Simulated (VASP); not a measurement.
All values below come from PBEsol GGA, VASP's PBE PAW potentials (set 64) (plane waves; VASP 6.6.1).

VASP ran on this input.

KPOINTS:
```
Automatic mesh
0
G
 9 9 9
0 0 0
```

INCAR:
```
SYSTEM = SrO
PREC = Accurate; ENCUT = 620; LREAL = .FALSE.
LASPH = .TRUE.
EDIFF = 1E-6; NELM = 100; ALGO = Normal
LMAXMIX = 4
ISMEAR = 0; SIGMA = 0.05
GGA = PS
IBRION = 2; NSW = 40; ISIF = 3
EDIFFG = -0.02; PSTRESS = 100
LWAVE = .FALSE.; LCHARG = .FALSE.
```

POSCAR:
```
SrO
1.0
  0.0000000000   2.5255060334   2.5255060334
  2.5255060334   0.0000000000   2.5255060334
  2.5255060334   2.5255060334   0.0000000000
Sr O
1 1
direct
  0.0000000000   0.0000000000   0.0000000000
  0.5000000000   0.5000000000   0.5000000000
```

POTCAR, in this order: Sr_sv O (PBE.64 set). Program: vasp_std.

Output of the run:

### OSZICAR
```
       N       E                     dE             d eps       ncg     rms          rms(c)
DAV:   1     0.843888599622E+02    0.84389E+02   -0.98607E+03   840   0.152E+03
DAV:   2    -0.107833797395E+02   -0.95172E+02   -0.85781E+02  1140   0.272E+02
DAV:   3    -0.145036118431E+02   -0.37202E+01   -0.36867E+01  1112   0.520E+01
DAV:   4    -0.146073977415E+02   -0.10379E+00   -0.10374E+00  1116   0.777E+00
DAV:   5    -0.146098163809E+02   -0.24186E-02   -0.24186E-02  1136   0.890E-01    0.195E+01
DAV:   6    -0.127480952870E+02    0.18617E+01   -0.89458E+00   968   0.235E+01    0.226E+01
DAV:   7    -0.126400476173E+02    0.10805E+00   -0.50439E-01  1028   0.652E+00    0.132E+01
DAV:   8    -0.126161213957E+02    0.23926E-01   -0.13593E-01   924   0.405E+00    0.828E-01
DAV:   9    -0.126156280861E+02    0.49331E-03   -0.12197E-02  1204   0.949E-01    0.206E-01
DAV:  10    -0.126158933622E+02   -0.26528E-03   -0.89518E-04   904   0.301E-01    0.578E-02
DAV:  11    -0.126159456300E+02   -0.52268E-04   -0.84912E-05   996   0.857E-02    0.304E-02
DAV:  12    -0.126159524743E+02   -0.68443E-05   -0.11211E-05  1176   0.325E-02    0.993E-03
DAV:  13    -0.126159518313E+02    0.64300E-06   -0.15821E-06   900   0.137E-02
   1 F= -.10605171E+02 E0= -.10605171E+02  d E =-.106052E+02
       N       E                     dE             d eps       ncg     rms          rms(c)
DAV:   1    -0.130718410971E+02   -0.45589E+00   -0.12972E+01  1112   0.351E+01    0.938E+00
DAV:   2    -0.125725299299E+02    0.49931E+00   -0.17472E+00   912   0.112E+01    0.201E+00
DAV:   3    -0.124796099622E+02    0.92920E-01   -0.25304E-01  1288   0.513E+00    0.175E+00
DAV:   4    -0.124696899643E+02    0.99200E-02   -0.10154E-01  1308   0.236E+00    0.132E+00
DAV:   5    -0.124775541592E+02   -0.78642E-02   -0.76925E-03  1284   0.734E-01    0.188E-01
DAV:   6    -0.124775681150E+02   -0.13956E-04   -0.16112E-03  1360   0.386E-01    0.192E-01
DAV:   7    -0.124778427270E+02   -0.27461E-03   -0.49016E-04  1360   0.168E-01    0.449E-02
DAV:   8    -0.124778373047E+02    0.54223E-05   -0.14322E-05  1148   0.383E-02    0.965E-03
DAV:   9    -0.124778377254E+02   -0.42070E-06   -0.50355E-06  1236   0.137E-02
   2 F= -.10609499E+02 E0= -.10609499E+02  d E =-.432795E-02
       N       E                     dE             d eps       ncg     rms          rms(c)
DAV:   1    -0.126811673544E+02   -0.20333E+00   -0.26964E+00  1020   0.158E+01    0.359E+00
DAV:   2    -0.125800223054E+02    0.10115E+00   -0.40114E-01   936   0.553E+00    0.996E-01
DAV:   3    -0.125593894711E+02    0.20633E-01   -0.52378E-02  1260   0.238E+00    0.139E+00
DAV:   4    -0.125567873954E+02    0.26021E-02   -0.15719E-02  1316   0.956E-01    0.103E+00
DAV:   5    -0.125581894399E+02   -0.14020E-02   -0.23281E-03  1296   0.340E-01    0.371E-01
DAV:   6    -0.125585804998E+02   -0.39106E-03   -0.14812E-03  1348   0.252E-01    0.333E-02
DAV:   7    -0.125585781721E+02    0.23276E-05   -0.21961E-05  1236   0.383E-02    0.794E-03
DAV:   8    -0.125585777498E+02    0.42238E-06   -0.27780E-06   816   0.155E-02
   3 F= -.10625272E+02 E0= -.10625272E+02  d E =-.201005E-01
```

**OUTCAR**
```
------------------------ aborting loop because EDIFF is reached ----------------------------------------
  FORCE on cell =-STRESS in cart. coord.  units (eV):
  Direction    XX          YY          ZZ          XY          YZ          ZX
  --------------------------------------------------------------------------------------
  Total        1.9280338      1.9280338      1.9280338     -0.0000000     -0.0000000      0.0000000
  in kB       99.7273056     99.7273056     99.7273056     -0.0000000     -0.0000000      0.0000000
  external PRESSURE =      -0.2726944 kB  Pullay stress =     100.0000000 kB
  volume of cell :       30.97
      direct lattice vectors                 reciprocal lattice vectors
    -0.000000000  2.492644709  2.492644709    -0.200590160  0.200590160  0.200590160
     2.492644709  0.000000000  2.492644709     0.200590160 -0.200590160  0.200590160
     2.492644709  2.492644709  0.000000000     0.200590160  0.200590160 -0.200590160
  FREE ENERGIE OF THE ION-ELECTRON SYSTEM (eV)
  ---------------------------------------------------
  free  energy   TOTEN  =       -12.5585777498 eV

  energy  without entropy=      -12.5585777498  energy(sigma->0) =      -12.55857775
  enthalpy is  TOTEN    =       -10.6252719461 eV   P V=        1.9333058036

 reached required accuracy - stopping structural energy minimisation
```
(Selected blocks of OUTCAR.)

**CONTCAR**
```
SrO
   1.00000000000000
    -0.0000000000000000    2.4926447092332671    2.4926447092332671
     2.4926447092332671    0.0000000000000000    2.4926447092332671
     2.4926447092332671    2.4926447092332671    0.0000000000000000
  Sr              O
     1     1
Direct
     0.0000000000000000    0.0000000000000000    0.0000000000000000
     0.5000000000000000    0.5000000000000000    0.5000000000000000
```

Energy and stress use the plane-wave basis of the starting cell.

The compound is SrO in the rock salt structure. This run relaxes it under an external pressure of 10 GPa. Symmetry was kept, so distortions that lower it aren't found.
